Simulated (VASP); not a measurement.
VASP ran on this input.

POSCAR:
```
TaN
1.0
  2.7439285484   0.0000000000   0.0000000000
  0.0000000000   2.7439285484   0.0000000000
  0.0000000000   0.0000000000   2.7439285484
Ta N
1 1
direct
  0.0000000000   0.0000000000   0.0000000000
  0.5000000000   0.5000000000   0.5000000000
```

**KPOINTS**
```
Automatic mesh
0
Gamma
12 12 12
0 0 0
```

**INCAR**
```
! general
SYSTEM =TaN
PREC   =Accurate
ENCUT  =520   ! plane-wave cut-off (eV)
LREAL  =F
LASPH  =T   ! aspherical one-centre terms

! electronic loop
EDIFF  =1E-6   ! SCF stop (eV)
NELM   =100   ! most electronic steps
ALGO   =Normal
LMAXMIX=6   ! l cut-off of mixed one-centre charges
LMIXTAU=T

! smearing
ISMEAR =1   ! Methfessel-Paxton
SIGMA  =0.1   ! width (eV)

! functional
METAGGA=R2SCAN

! ions
IBRION =2   ! conjugate gradients
NSW    =60
ISIF   =3   ! ions, shape and volume
EDIFFG =-0.01   ! ionic stop

! output
LWAVE  =F
LCHARG =F
```

POTCAR, in this order: Ta_pv N (PBE.64 set). Program: vasp_std.

**Question.** Write an equivalent input for Ansatz.

**Answer.** One equivalent input (not run):
Ansatz 0.2 input:
```yaml
crystal:
  lattice:
    - [2.7439285, 0.0000000, 0.0000000]
    - [0.0000000, 2.7439285, 0.0000000]
    - [0.0000000, 0.0000000, 2.7439285]
  atoms:
    - { symbol: Ta, position: [0.0000000, 0.0000000, 0.0000000] }
    - { symbol: N, position: [0.5000000, 0.5000000, 0.5000000] }
kpoints:
  mp_grid: { grid: [12, 12, 12] }
hamiltonian:
  xc: r2scan
  pseudopotentials: { kind: paw }
scf:
  occupations: { method: methfessel_paxton, width: 0.1 }
  max_iter: 100
relax:
  max_steps: 60
  f_tol: 0.01
  cell: {}
output: { forces: true, stress: true, eigenvalues: true }
```
Limits of the translation: each code has its own PAW files, so the cut-off isn't converted (ENCUT is set for VASP's; basis.ecutwfc is left out, and Ansatz then takes the one that its files recommend); Ansatz stops its SCF on the density residual and VASP on the energy change (EDIFF).

The structure was generated: TaN was put into the CsCl type (Pm-3m), which need not be its known phase. This run relaxes it. Symmetry was kept, so distortions that lower it aren't found. The start is the result of an earlier pass.
